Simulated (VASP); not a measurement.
Calculation: AM05 GGA, VASP's PBE PAW potentials (set 64) (plane waves; VASP 6.6.1).

A VASP calculation is set up with these files.

### KPOINTS
```
Automatic
0
G
  9 9 9
```

File POSCAR:
```
KF
1
    0.0000000000     2.6605700745     2.6605700745
    2.6605700745     0.0000000000     2.6605700745
    2.6605700745     2.6605700745     0.0000000000
K F
1 1
Direct
  0.0000000000   0.0000000000   0.0000000000
  0.5000000000   0.5000000000   0.5000000000
```

INCAR:
```
# general
SYSTEM=KF
PREC  =Accurate
ENCUT =520   # plane-wave cut-off (eV)
LREAL =.False.
LASPH =.True.   # aspherical one-centre terms

# electronic loop
EDIFF =1E-7
NELM  =100
ALGO  =Normal   # blocked Davidson

# smearing
ISMEAR=0   # Gaussian
SIGMA =0.05   # width (eV)

# functional
GGA   =AM   # AM05

# ions
ISIF  =2

# output
LWAVE =.False.
LCHARG=.False.
```

POTCAR, in this order: K_sv F (PBE.64 set). Program: vasp_std.

The resulting files:

**OSZICAR**
```
       N       E                     dE             d eps       ncg     rms          rms(c)
DAV:   1     0.122433355109E+03    0.12243E+03   -0.84407E+03   840   0.129E+03
DAV:   2    -0.391284325094E+01   -0.12635E+03   -0.11537E+03  1096   0.332E+02
DAV:   3    -0.918115586609E+01   -0.52683E+01   -0.52443E+01  1080   0.651E+01
DAV:   4    -0.931988700541E+01   -0.13873E+00   -0.13866E+00  1240   0.910E+00
DAV:   5    -0.932138141452E+01   -0.14944E-02   -0.14944E-02  1080   0.108E+00    0.591E+00
DAV:   6    -0.824054997112E+01    0.10808E+01   -0.37742E+00   920   0.175E+01    0.394E+00
DAV:   7    -0.821815078891E+01    0.22399E-01   -0.12066E-01  1112   0.318E+00    0.239E+00
DAV:   8    -0.822343415149E+01   -0.52834E-02   -0.60783E-02   880   0.286E+00    0.214E-01
DAV:   9    -0.822584030086E+01   -0.24061E-02   -0.75988E-03  1100   0.744E-01    0.132E-01
DAV:  10    -0.822643343047E+01   -0.59313E-03   -0.91114E-04   964   0.301E-01    0.758E-02
DAV:  11    -0.822676232459E+01   -0.32889E-03   -0.51567E-04   892   0.185E-01    0.186E-02
DAV:  12    -0.822675762637E+01    0.46982E-05   -0.55723E-05  1080   0.673E-02    0.773E-03
DAV:  13    -0.822675830343E+01   -0.67706E-06   -0.90911E-06   916   0.302E-02    0.332E-03
DAV:  14    -0.822675837760E+01   -0.74171E-07   -0.29009E-07  1028   0.672E-03
   1 F= -.82267584E+01 E0= -.82267584E+01  d E =-.251756E-15
```

OUTCAR:
```
------------------------ aborting loop because EDIFF is reached ----------------------------------------
  FORCE on cell =-STRESS in cart. coord.  units (eV):
  Direction    XX          YY          ZZ          XY          YZ          ZX
  --------------------------------------------------------------------------------------
  Total        0.2292564      0.2292564      0.2292564     -0.0000000      0.0000000      0.0000000
  in kB        9.7516451      9.7516451      9.7516451     -0.0000000      0.0000000      0.0000000
  external PRESSURE =       9.7516451 kB  Pullay stress =       0.0000000 kB
  volume of cell :       37.67
      direct lattice vectors                 reciprocal lattice vectors
     0.000000000  2.660570074  2.660570074    -0.187929649  0.187929649  0.187929649
     2.660570074  0.000000000  2.660570074     0.187929649 -0.187929649  0.187929649
     2.660570074  2.660570074  0.000000000     0.187929649  0.187929649 -0.187929649
  FREE ENERGIE OF THE ION-ELECTRON SYSTEM (eV)
  ---------------------------------------------------
  free  energy   TOTEN  =        -8.2267583776 eV

  energy  without entropy=       -8.2267583776  energy(sigma->0) =       -8.22675838
```
(Selected blocks of OUTCAR.)

OUTCAR:
```
 val. band max:       -2.7682917941   @ k =   0.0000   0.0000   0.0000

 cond. band min:       3.5508131990   @ k =   0.0000   0.0000   0.0000


 Fermi energy:        -2.5084261866

 k-point     1 :       0.0000    0.0000    0.0000
  band No.  band energies     occupation
      1     -28.7073      2.00000
      2     -21.2249      2.00000
      3     -12.0528      2.00000
      4     -12.0528      2.00000
      5     -12.0528      2.00000
      6      -2.7683      2.00000
      7      -2.7683      2.00000
      8      -2.7683      2.00000
      9       3.5508      0.00000
     10       7.9525      0.00000
     11       7.9525      0.00000
     12       7.9525      0.00000

 k-point     2 :       0.1111    0.0000    0.0000
  band No.  band energies     occupation
      1     -28.6954      2.00000
      2     -21.2369      2.00000
      3     -12.0857      2.00000
      4     -12.0572      2.00000
      5     -12.0572      2.00000
      6      -2.8825      2.00000
      7      -2.8123      2.00000
      8      -2.8123      2.00000
      9       3.8985      0.00000
     10       7.7580      0.00000
     11       8.1218      0.00000
     12       8.1218      0.00000

 k-point     3 :       0.2222    0.0000    0.0000
  band No.  band energies     occupation
      1     -28.6651      2.00000
      2     -21.2660      2.00000
      3     -12.1684      2.00000
      4     -12.0682      2.00000
      5     -12.0682      2.00000
      6      -3.1418      2.00000
      7      -2.9218      2.00000
      8      -2.9218      2.00000
      9       4.7992      0.00000
     10       7.4460      0.00000
     11       8.5613      0.00000
     12       8.5613      0.00000

 k-point     4 :       0.3333    0.0000    0.0000
  band No.  band energies     occupation
      1     -28.6303      2.00000
      2     -21.2996      2.00000
      3     -12.2612      2.00000
      4     -12.0806      2.00000
      5     -12.0806      2.00000
      6      -3.3995      2.00000
...
```

The compound is KF in the rock salt structure. This cell is one point of a volume scan, at 0.97 of the reference volume.
